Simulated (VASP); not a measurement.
```
CdS
1.0
    2.12364    -3.67824     0.00000
    2.12364     3.67824     0.00000
    0.00000     0.00000     6.89767
Cd S
2 2
Cartesian
  2.12364  -1.22608   3.44881
  2.12364   1.22608   6.89765
  2.12364  -1.22608   6.04927
  2.12364   1.22608   2.60044
```

Calculation: revPBE GGA, VASP's PBE PAW potentials (set 64) (plane waves; VASP). Numerical set-up: 520 eV cut-off, 6×6×3 Γ-centred mesh, Gaussian smearing of 0.050 eV, potentials Cd S.

Predict the energy per atom (σ→0), band gap (on the k-mesh) with the smallest direct gap where there is one.

| Quantity | Result |
|---|---|
| band gap (on the k-mesh) | 1.17 eV |
| smallest direct gap (on the k-mesh) | 1.17 eV |
| energy per atom (σ→0) | -2.797 eV/atom |

Total energies compare only between runs with the same potentials, cut-off and functional.

The compound is CdS in the wurtzite structure. It was relaxed first, which changed the volume by +8 %. The start is the result of an earlier pass.
